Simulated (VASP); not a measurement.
# Al15VN16 (a cell with a defect) in VASP: a series of runs

One crystal, Al15VN16 (a cell with a defect), is run at these levels: PBEsol+U; tasks: single point, relaxation of the atoms.

Everything below comes from runs of VASP 6.6.1. Logs are shortened: lines on timing, memory, paths and dates and some standing lists are left out, and cuts for length are marked.

**1. The crystal as given**

The cell holds a defect, 32 atoms: a = 6.220 Å, b = 6.220 Å, c = 9.960 Å, α = 90.00°, β = 90.00°, γ = 120.00°.

**2. Single point, PBEsol+U, collinear spin, zero start**

Input file INCAR:

```
PREC     = Accurate       # precision mode
ENCUT    = 450            # plane-wave cutoff, eV
EDIFF    = 1E-5           # SCF threshold, eV
ISMEAR   = 0              # smearing method
SIGMA    = 0.03           # smearing width, eV
LREAL    = Auto         
LASPH    = True           # aspherical terms in the spheres
NELM     = 120            # most SCF steps
ALGO     = Normal         # electronic algorithm
ISIF     = 2              # what is computed and relaxed
LWAVE    = False          # write WAVECAR
LCHARG   = False          # write CHGCAR
ISPIN    = 2              # spin polarisation
MAGMOM   = 0 0 0 0 0 0 0 0 0 0 0 0 0 0 0 0 0 0 0 0 0 0 0 0 0 0 0 0 0 0 0 0 # initial moments
LORBIT   = 11             # projections on sites
NUPDOWN  = 0              # fixed moment
LMAXMIX  = 4              # l up to which the mixer works
LDAU     = True           # DFT+U
LDAUTYPE = 2            
LDAUL    = 2 -1 -1        # shell
LDAUU    = 3 0 0          # U, eV
LDAUJ    = 0 0 0        
LDAUPRINT= 1            
GGA      = PS             # functional
```

Input file KPOINTS:

```
regular mesh
0
Gamma
  3 3 2
```

Input file POSCAR:

```
Al15VN16
1.0
    6.2200008610      0.0000000000      0.0000000000
   -3.1100004305      5.3866787572      0.0000000000
    0.0000000000      0.0000000000      9.9600000000
V Al N
1 15 16
Direct
    0.3333333333      0.1666666667      0.0000000000
    0.3333333333      0.1666666667      0.5000000000
    0.3333333333      0.6666666667      0.0000000000
    0.3333333333      0.6666666667      0.5000000000
    0.8333333333      0.1666666667      0.0000000000
    0.8333333333      0.1666666667      0.5000000000
    0.8333333333      0.6666666667      0.0000000000
    0.8333333333      0.6666666667      0.5000000000
    0.1666666667      0.3333333333      0.2500000000
    0.1666666667      0.3333333333      0.7500000000
    0.1666666667      0.8333333333      0.2500000000
    0.1666666667      0.8333333333      0.7500000000
    0.6666666667      0.3333333333      0.2500000000
    0.6666666667      0.3333333333      0.7500000000
    0.6666666667      0.8333333333      0.2500000000
    0.6666666667      0.8333333333      0.7500000000
    0.3333333333      0.1666666667      0.1910000000
    0.3333333333      0.1666666667      0.6910000000
    0.3333333333      0.6666666667      0.1910000000
    0.3333333333      0.6666666667      0.6910000000
    0.8333333333      0.1666666667      0.1910000000
    0.8333333333      0.1666666667      0.6910000000
    0.8333333333      0.6666666667      0.1910000000
    0.8333333333      0.6666666667      0.6910000000
    0.1666666667      0.3333333333      0.4410000000
    0.1666666667      0.3333333333      0.9410000000
    0.1666666667      0.8333333333      0.4410000000
    0.1666666667      0.8333333333      0.9410000000
    0.6666666667      0.3333333333      0.4410000000
    0.6666666667      0.3333333333      0.9410000000
    0.6666666667      0.8333333333      0.4410000000
    0.6666666667      0.8333333333      0.9410000000
```

Potentials or basis: VASP PAW PBE potentials, release 64 (V_sv, Al, N).

On the command line:

```bash
> cat potpaw_PBE.64/V_sv/POTCAR potpaw_PBE.64/Al/POTCAR potpaw_PBE.64/N/POTCAR > POTCAR
> mpirun -np 1 vasp_std > vasp.out
```

OUTCAR:

```text
PREC = Accurate
   ENCUT = 450
   EDIFF = 1E-5
   ISMEAR = 0
   LREAL = Auto
   LASPH = True
   NELM = 120
   ISIF = 2
   ISPIN = 2
   LORBIT = 11
   NUPDOWN = 0
   GGA = PS

 ion  position               nearest neighbor table
   1  0.333  0.167  0.000-  26 1.89  30 1.89  28 1.89  17 1.90   9 3.07  10 3.07  13 3.07  14 3.07
                            11 3.07  12 3.07   5 3.11   5 3.11   7 3.11   3 3.11   3 3.11   7 3.11
   2  0.333  0.167  0.500-  25 1.89  29 1.89  27 1.89  18 1.90   9 3.07  10 3.07  13 3.07  14 3.07
                            11 3.07  12 3.07   6 3.11   6 3.11   8 3.11   4 3.11   4 3.11   8 3.11
   3  0.333  0.667  0.000-  28 1.89  32 1.89  26 1.89  19 1.90  11 3.07  12 3.07  15 3.07  16 3.07
                             9 3.07  10 3.07   7 3.11   7 3.11   1 3.11   1 3.11   5 3.11   5 3.11
   4  0.333  0.667  0.500-  27 1.89  31 1.89  25 1.89  20 1.90  11 3.07  12 3.07  15 3.07  16 3.07
                             9 3.07  10 3.07   8 3.11   8 3.11   2 3.11   2 3.11   6 3.11   6 3.11
   5  0.833  0.167  0.000-  30 1.89  26 1.89  32 1.89  21 1.90  13 3.07  14 3.07   9 3.07  10 3.07
                            15 3.07  16 3.07   1 3.11   1 3.11   7 3.11   7 3.11   3 3.11   3 3.11
   6  0.833  0.167  0.500-  29 1.89  25 1.89  31 1.89  22 1.90  13 3.07  14 3.07   9 3.07  10 3.07
                            15 3.07  16 3.07   2 3.11   2 3.11   8 3.11   8 3.11   4 3.11   4 3.11
   7  0.833  0.667  0.000-  32 1.89  28 1.89  30 1.89  23 1.90  15 3.07  16 3.07  11 3.07  12 3.07
                            13 3.07  14 3.07   3 3.11   3 3.11   5 3.11   5 3.11   1 3.11   1 3.11
   8  0.833  0.667  0.500-  31 1.89  27 1.89  29 1.89  24 1.90  15 3.07  16 3.07  11 3.07  12 3.07
                            13 3.07  14 3.07   4 3.11   4 3.11   6 3.11   6 3.11   2 3.11   2 3.11
   9  0.167  0.333  0.250-  17 1.89  21 1.89  19 1.89  25 1.90   1 3.07   2 3.07   5 3.07   6 3.07
[... 17 lines left out ...]
  19  0.333  0.667  0.191-  11 1.89  15 1.89   9 1.89   3 1.90
  20  0.333  0.667  0.691-  12 1.89  16 1.89  10 1.89   4 1.90
  21  0.833  0.167  0.191-  13 1.89   9 1.89  15 1.89   5 1.90
  22  0.833  0.167  0.691-  14 1.89  10 1.89  16 1.89   6 1.90
[... 8 lines left out ...]
  31  0.667  0.833  0.441-   8 1.89   4 1.89   6 1.89  15 1.90
  32  0.667  0.833  0.941-   7 1.89   3 1.89   5 1.89  16 1.90

  LATTYP: Found a hexagonal cell.
 ALAT       =     6.2200008610
 C/A-ratio  =     1.6012859520

  Lattice vectors:

 A1 = (   6.2200008610,   0.0000000000,   0.0000000000)
 A2 = (  -3.1100004305,   5.3866787572,   0.0000000000)
 A3 = (   0.0000000000,   0.0000000000,   9.9600000000)

Analysis of symmetry for initial positions (statically):
=====================================================================
 Subroutine PRICEL returns:
 Original cell was already a primitive cell.

 Routine SETGRP: Setting up the symmetry group for a
 hexagonal supercell.

 Subroutine GETGRP returns: Found  6 space group operations
 (whereof  2 operations were pure point group operations)
 out of a pool of 24 trial point group operations.

The static configuration has the point symmetry C_1h.
 The point group associated with its full space group is C_3v.

Analysis of symmetry for dynamics (positions and initial velocities):
=====================================================================
 Subroutine PRICEL returns:
 Original cell was already a primitive cell.

 Routine SETGRP: Setting up the symmetry group for a
 hexagonal supercell.

 Subroutine GETGRP returns: Found  6 space group operations
 (whereof  2 operations were pure point group operations)
 out of a pool of 24 trial point group operations.

The dynamic configuration has the point symmetry C_1h.
 The point group associated with its full space group is C_3v.

Analysis of structural, dynamic, and magnetic symmetry:
=====================================================================
 Subroutine PRICEL returns:
 Original cell was already a primitive cell.

 Routine SETGRP: Setting up the symmetry group for a
 hexagonal supercell.

 Subroutine GETGRP returns: Found  6 space group operations
 (whereof  2 operations were pure point group operations)
 out of a pool of 24 trial point group operations.

The overall configuration has the point symmetry C_1h.
 The point group associated with its full space group is C_3v.
[... 180 lines left out ...]
 NGX is ok and might be reduce to    48
   NGX = 21   NGY = 21   NGZ = 35

 number of electron     137.9999973 magnetization      -0.0000000

atom =   1  type =  1  l = 2

 onsite density matrix

spin component  1

  0.2774  0.0000  0.0000  0.0784 -0.0000
  0.0000  0.4181  0.0000  0.0000  0.0784
  0.0000  0.0000  0.2402  0.0000  0.0000
  0.0784  0.0000  0.0000  0.4181 -0.0000
 -0.0000  0.0784  0.0000 -0.0000  0.2774

spin component  2

  0.2787  0.0000  0.0000  0.0797 -0.0000
  0.0000  0.4166  0.0000 -0.0000  0.0797
  0.0000  0.0000  0.2402  0.0000  0.0000
[... 11 lines left out ...]
  o =  0.4530  v =  0.0000  0.0000  0.0000  0.0000  0.0000 -0.4160  0.0000 -0.0000 -0.9094  0.0000      0.0000  0.0000  0.0000  0.0000  0.0000  0.0000  0.0000  0.0000  0.0000  0.0000
  o =  0.4530  v =  0.0000  0.0000  0.0000  0.0000  0.0000  0.0000  0.9094  0.0000  0.0000  0.4160      0.0000  0.0000  0.0000  0.0000  0.0000  0.0000  0.0000  0.0000  0.0000  0.0000
  o =  0.4531  v = -0.4075 -0.0000 -0.0000 -0.9132 -0.0000  0.0000  0.0000  0.0000  0.0000  0.0000      0.0000  0.0000  0.0000  0.0000  0.0000  0.0000  0.0000  0.0000  0.0000  0.0000
  o =  0.4531  v =  0.0000 -0.9132 -0.0000  0.0000 -0.4075  0.0000  0.0000  0.0000  0.0000  0.0000      0.0000  0.0000  0.0000  0.0000  0.0000  0.0000  0.0000  0.0000  0.0000  0.0000

 number of electron     137.9999973 magnetization       0.0000000

 Free energy of the ion-electron system (eV)
  ---------------------------------------------------
  ext. energy  EPLUGINS =         0.00000000
  ---------------------------------------------------
  free energy    TOTEN  =      -249.40442694 eV

  energy without entropy =     -249.40092555  energy(sigma->0) =     -249.40267624

 E-fermi :   9.6292     XC(G=0): -11.2009

 val. band max:        9.6225120754   @ k =   0.0000   0.0000   0.0000
 cond. band min:       9.6373602831   @ k =   0.0000   0.0000   0.5000
 fundamental gap:      0.0148482077
 Fermi energy:         9.6306166094

 spin component 1

 k-point     1 :       0.0000    0.0000    0.0000
  band No.  band energies     occupation
      1     -55.6359      1.00000
      2     -29.7910      1.00000
      3     -29.7910      1.00000
      4     -29.5446      1.00000
      5      -9.0135      1.00000
      6      -8.1384      1.00000
[... 493 lines left out ...]
     80      12.8071      0.00000
     81      12.8551      0.00000
 Fermi energy:         9.6292060365

 spin component 2

 k-point     1 :       0.0000    0.0000    0.0000
  band No.  band energies     occupation
      1     -55.6353      1.00000
      2     -29.7916      1.00000
      3     -29.7916      1.00000
      4     -29.5418      1.00000
      5      -9.0135      1.00000
      6      -8.1384      1.00000
[... 493 lines left out ...]
     80      12.8069      0.00000
     81      12.8549      0.00000
 [bands above 81 left out]

------------------------ aborting loop because EDIFF is reached ----------------------------------------

  FORCE on cell =-STRESS in cart. coord.  units (eV):
  Direction    XX          YY          ZZ          XY          YZ          ZX
  --------------------------------------------------------------------------------------
  -------------------------------------------------------------------------------------
  Total        4.5052380      4.5052380      3.6122361      0.0000000      0.0000000     -0.0000000
  in kB       21.6300470     21.6300470     17.3426658      0.0000000      0.0000000     -0.0000000
  external PRESSURE =      20.2009199 kB  Pullay stress =       0.0000000 kB

 VOLUME and BASIS-vectors are now :
 -----------------------------------------------------------------------------
  energy-cutoff  :      450.00
  volume of cell :      333.71
      direct lattice vectors                 reciprocal lattice vectors
     6.220000861  0.000000000  0.000000000     0.160771682  0.092821574  0.000000000
    -3.110000430  5.386678757  0.000000000     0.000000000  0.185643148  0.000000000
     0.000000000  0.000000000  9.960000000     0.000000000  0.000000000  0.100401606

 POSITION                                       TOTAL-FORCE (eV/Angst)
 -----------------------------------------------------------------------------------
      1.55500      0.89778      0.00000         0.000000      0.000000     -0.686896
      1.55500      0.89778      4.98000         0.000000      0.000000     -0.135503
     -0.00000      3.59112      0.00000        -0.055540     -0.032066      0.272511
     -0.00000      3.59112      4.98000         0.005507      0.003180     -0.063735
      4.66500      0.89778      0.00000         0.000000      0.064132      0.272511
      4.66500      0.89778      4.98000         0.000000     -0.006359     -0.063735
[... 24 lines left out ...]
      1.55500      4.48890      4.39236         0.000000      0.000000      0.053337
      1.55500      4.48890      9.37236         0.000000      0.000000     -0.060026
 -----------------------------------------------------------------------------------
    total drift:                                0.000000      0.000001      0.025068

  FREE ENERGIE OF THE ION-ELECTRON SYSTEM (eV)
  ---------------------------------------------------
  free  energy   TOTEN  =      -249.4044269408 eV

  energy  without entropy=     -249.4009255482  energy(sigma->0) =     -249.40267624

 total charge

# of ion       s       p       d       tot
------------------------------------------
    1        2.335   6.308   3.223  11.865
    2        0.369   0.443   0.000   0.811
    3        0.371   0.443   0.000   0.814
    4        0.369   0.443   0.000   0.812
    5        0.371   0.443   0.000   0.814
    6        0.369   0.443   0.000   0.812
[... 24 lines left out ...]
   31        1.223   2.614   0.000   3.837
   32        1.223   2.613   0.000   3.836
--------------------------------------------------
tot         27.499  54.689   3.223  85.411

 magnetization (x)

# of ion       s       p       d       tot
------------------------------------------
    1        0.000   0.000  -0.000  -0.000
    2        0.000   0.000   0.000   0.000
    3       -0.000  -0.000   0.000  -0.000
    4        0.000   0.000   0.000   0.000
    5       -0.000  -0.000   0.000  -0.000
    6        0.000   0.000   0.000   0.000
[... 24 lines left out ...]
   31       -0.000  -0.000   0.000  -0.000
   32        0.000   0.000   0.000   0.000
--------------------------------------------------
tot         -0.000  -0.000  -0.000  -0.000
```

It took 14 min on 1 thread of Intel Xeon Platinum 8559C (Emerald Rapids), shared host; peak memory 0.61 GiB.

Results:

- Free energy: -249.4044 eV
- Largest force: 1.571 eV/Å
- Net moment: 0.00 μB per cell
- Valence electrons inside the program's atomic spheres: V 11.87; Al 0.81; N 3.83, 3.84

Forces on the atoms (eV/Å):
```
V    0.000  0.000 -0.687
Al   0.000  0.000 -0.136
Al  -0.056 -0.032  0.273
Al   0.006  0.003 -0.064
Al   0.000  0.064  0.273
Al   0.000 -0.006 -0.064
Al   0.056 -0.032  0.273
Al  -0.006  0.003 -0.064
Al  -0.023  0.013 -0.004
Al  -0.040  0.023 -0.119
Al   0.000 -0.026 -0.004
Al   0.000 -0.046 -0.119
Al   0.023  0.013 -0.004
Al   0.040  0.023 -0.119
Al   0.000  0.000  0.051
Al   0.000  0.000 -0.053
N    0.000  0.000  1.571
N    0.000  0.000  0.127
N    0.009  0.005 -0.035
N    0.033  0.019  0.070
N    0.000 -0.010 -0.035
N    0.000 -0.039  0.070
N   -0.009  0.005 -0.035
N   -0.033  0.019  0.070
N   -0.021  0.012  0.073
N   -1.060  0.612 -0.482
N    0.000 -0.024  0.073
N    0.000 -1.224 -0.482
N    0.021  0.012  0.073
N    1.060  0.612 -0.482
N    0.000  0.000  0.053
N    0.000  0.000 -0.060
```

Eigenvalues of the final occupation matrices:
```csv
site,spin,trace,eigenvalues
site 1 d,1,1.63,0.24 0.24 0.24 0.45 0.45
site 1 d,2,1.63,0.24 0.24 0.24 0.45 0.45
```

Caveat: the k mesh is coarse (spacing up to 0.39 Å⁻¹), so the values aren't converged; the cutoff is under 1.25 times the usual one of these potentials, so pressure, stress and relaxed cells hold a basis-set (Pulay) error; the PAW data sets were made with another functional, which shifts forces and pressure a little; the total moment is fixed, so each spin has its own Fermi level.

**3. Relaxation of the atoms, PBEsol+U, collinear spin, ferromagnetic start**

Input file INCAR:

```
PREC = Accurate
ENCUT = 450
EDIFF = 1E-5
ISMEAR = 0
SIGMA = 0.03
LREAL = Auto
LASPH = True
NELM = 120
ALGO = Normal
ISIF = 2
LWAVE = False
LCHARG = False
ISPIN = 2
MAGMOM = 2 0 0 0 0 0 0 0 0 0 0 0 0 0 0 0 0 0 0 0 0 0 0 0 0 0 0 0 0 0 0 0
LORBIT = 11
LMAXMIX = 4
LDAU = True
LDAUTYPE = 2
LDAUL = 2 -1 -1
LDAUU = 3 0 0
LDAUJ = 0 0 0
LDAUPRINT = 1
GGA = PS
IBRION = 2
NSW = 40
EDIFFG = -0.03
```

Input file KPOINTS:

```
Automatic mesh
0
Gamma
  3 3 2
```

POSCAR is that of step 2.

Potentials or basis: VASP PAW PBE potentials, release 64 (V_sv, Al, N).

On the command line:

```bash
> cat potpaw_PBE.64/V_sv/POTCAR potpaw_PBE.64/Al/POTCAR potpaw_PBE.64/N/POTCAR > POTCAR
> mpirun -np 1 vasp_std > vasp.out
```

Wall time 40 min (1 thread of Intel Xeon Platinum 8559C (Emerald Rapids), shared host); peak memory 0.66 GiB.

It converged, with:

```
Free energy                                           : -251.3663 eV
Energy gained by relaxing                             : 9.9 meV/atom
Ionic steps                                           : 10
Largest force after relaxing                          : 0.022 eV/Å
Band gap on the k mesh                                : 2.10 eV, direct
Net moment                                            : 2.00 μB per cell
Site moments                                          : V +1.86; Al -0.00, +0.01, +0.00; N -0.01, -0.00, +0.00 μB
Valence electrons inside the program's atomic spheres : V 11.65; Al 0.81, 0.82; N 3.83, 3.84, 3.85
```

Forces on the atoms (eV/Å):
```
V    0.000  0.000 -0.022
Al   0.000  0.000  0.006
Al  -0.010 -0.006  0.004
Al   0.002  0.001 -0.002
Al   0.000  0.012  0.004
Al   0.000 -0.003 -0.002
Al   0.010 -0.006  0.004
Al  -0.002  0.001 -0.002
Al   0.004 -0.003 -0.007
Al  -0.007  0.004  0.012
Al   0.000  0.005 -0.007
Al   0.000 -0.008  0.012
Al  -0.004 -0.003 -0.007
Al   0.007  0.004  0.012
Al   0.000  0.000 -0.017
Al   0.000  0.000  0.012
N    0.000  0.000 -0.007
N    0.000  0.000  0.010
N   -0.003 -0.002 -0.005
N    0.002  0.001 -0.002
N    0.000  0.003 -0.005
N    0.000 -0.002 -0.002
N    0.003 -0.002 -0.005
N   -0.002  0.001 -0.002
N   -0.004  0.002  0.000
N   -0.003  0.002  0.003
N    0.000 -0.005  0.000
N    0.000 -0.003  0.003
N    0.004  0.002  0.000
N    0.003  0.002  0.003
N    0.000  0.000 -0.007
N    0.000  0.000  0.021
```

Step by step:
```csv
step,energy change (eV),largest force (eV/Å),pressure (GPa)
1,0.0000,2.0573,2.78
2,-0.2561,0.7496,2.29
3,-0.2915,0.3232,2.33
4,-0.3098,0.1526,2.31
5,-0.3100,0.1471,2.32
6,-0.3148,0.0789,2.31
7,-0.3148,0.0811,2.31
8,-0.3166,0.0448,2.31
9,-0.3167,0.0577,2.31
10,-0.3173,0.0219,2.31
```

Final structure:
```cif
data_structure
_symmetry_space_group_name_H-M 'P 1'
_symmetry_Int_Tables_number 1
_cell_length_a 6.2200
_cell_length_b 6.2200
_cell_length_c 9.9600
_cell_angle_alpha 90.000
_cell_angle_beta 90.000
_cell_angle_gamma 120.000
_cell_volume 333.71
loop_
_atom_site_label
_atom_site_type_symbol
_atom_site_fract_x
_atom_site_fract_y
_atom_site_fract_z
_atom_site_occupancy
V1 V 0.33333 0.16667 0.99667 1
Al1 Al 0.33333 0.16667 0.50002 1
Al2 Al 0.33293 0.66646 0.00071 1
Al3 Al 0.33402 0.66701 0.49996 1
Al4 Al 0.83354 0.16707 0.00071 1
Al5 Al 0.83299 0.16598 0.49996 1
Al6 Al 0.83354 0.66646 0.00071 1
Al7 Al 0.83299 0.66701 0.49996 1
Al8 Al 0.16629 0.33371 0.25173 1
Al9 Al 0.16536 0.33464 0.74805 1
Al10 Al 0.16629 0.83259 0.25173 1
Al11 Al 0.16536 0.83073 0.74805 1
Al12 Al 0.66741 0.33371 0.25173 1
Al13 Al 0.66927 0.33464 0.74805 1
Al14 Al 0.66667 0.83333 0.25021 1
Al15 Al 0.66667 0.83333 0.75003 1
N1 N 0.33333 0.16667 0.19884 1
N2 N 0.33333 0.16667 0.69258 1
N3 N 0.33309 0.66654 0.19154 1
N4 N 0.33478 0.66739 0.68986 1
N5 N 0.83346 0.16691 0.19154 1
N6 N 0.83261 0.16522 0.68986 1
N7 N 0.83346 0.66654 0.19154 1
N8 N 0.83261 0.66739 0.68986 1
N9 N 0.16633 0.33367 0.44242 1
N10 N 0.16006 0.33994 0.93765 1
N11 N 0.16633 0.83266 0.44242 1
N12 N 0.16006 0.82012 0.93765 1
N13 N 0.66734 0.33367 0.44242 1
N14 N 0.67988 0.33994 0.93765 1
N15 N 0.66667 0.83333 0.44047 1
N16 N 0.66667 0.83333 0.94146 1
```

Levels at points of the mesh, in eV from the valence-band top:
Spin up:
```tsv
k point	band 66	band 67	band 68	band 69	band 70	band 71	band 72	band 73	band 74	band 75
(0.00, 0.00, 0.00)	-1.88	-1.88	-1.71	-0.15	-0.15	2.32	2.32	2.33	2.59	3.64
(0.00, 0.00, 0.50)	-2.07	-1.93	-1.93	-0.12	-0.12	2.17	2.24	2.24	3.36	3.36
```
Spin down:
| k point | band 64 | band 65 | band 66 | band 67 | band 68 | band 69 | band 70 | band 71 | band 72 | band 73 |
| --- | --- | --- | --- | --- | --- | --- | --- | --- | --- | --- |
| (0.00, 0.00, 0.00) | -2.12 | -2.12 | -1.88 | -1.88 | -1.68 | 2.60 | 2.82 | 2.82 | 2.93 | 3.41 |
| (0.00, 0.00, 0.50) | -2.33 | -2.05 | -2.05 | -1.91 | -1.91 | 2.70 | 2.70 | 2.70 | 3.33 | 3.33 |

Eigenvalues of the final occupation matrices:
```tsv
site	spin	trace	eigenvalues
site 1 d	1	2.49	0.22 0.23 0.23 0.90 0.90
site 1 d	2	0.65	0.05 0.05 0.18 0.18 0.18
```

Caveat: the cutoff is under 1.25 times the usual one of these potentials, so pressure, stress and relaxed cells hold a basis-set (Pulay) error; the PAW data sets were made with another functional, which shifts forces and pressure a little. The state reached can hang on the start; a lower one may exist.
